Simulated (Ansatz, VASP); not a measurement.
# One calculation of CsLa5, two programs

```
Cs La
1.0
     6.87180    0.00000    0.00000
    -3.43590    5.95116    0.00000
     0.00000    0.00000    5.44579
Cs La
1 5
Direct
  0.00000 0.00000 0.00000
  0.33333 0.66667 0.00000
  0.66667 0.33333 0.00000
  0.50000 0.00000 0.50000
  0.50000 0.50000 0.50000
  0.00000 0.50000 0.50000
```

Change from the starting cell: species swapped into the SmCo5 type (P6/mmm, No. 191).

Alike in both runs: task single point; functional PBE; k mesh 3 × 3 × 4; occupations gaussian, width 0.1 eV; no spin polarisation.

```csv
,VASP,Ansatz
version,VASP 6.6.1,Ansatz 0.2.0
potentials or method,"VASP PAW PBE potentials, release 64 (Cs_sv, La)","scalar-relativistic, plane waves, PAW"
plane-wave cutoff (eV),520,420
valence electrons in the cell,64,64
```

Ansatz gave:

```
gap on the k mesh at the Fermi level (eV)       : none
pressure (GPa)                                  : 4.3
largest component of the traceless stress (GPa) : 0.75
```

Task: Estimate VASP's values.

Result: gap on the k mesh at the Fermi level (eV): none; pressure (GPa): 4.3; largest component of the traceless stress (GPa): 0.73.

A gap of «none» marks a metal or a gap that the smearing closes.

The runs have no spin-orbit coupling, so splittings on Cs, La are missing.
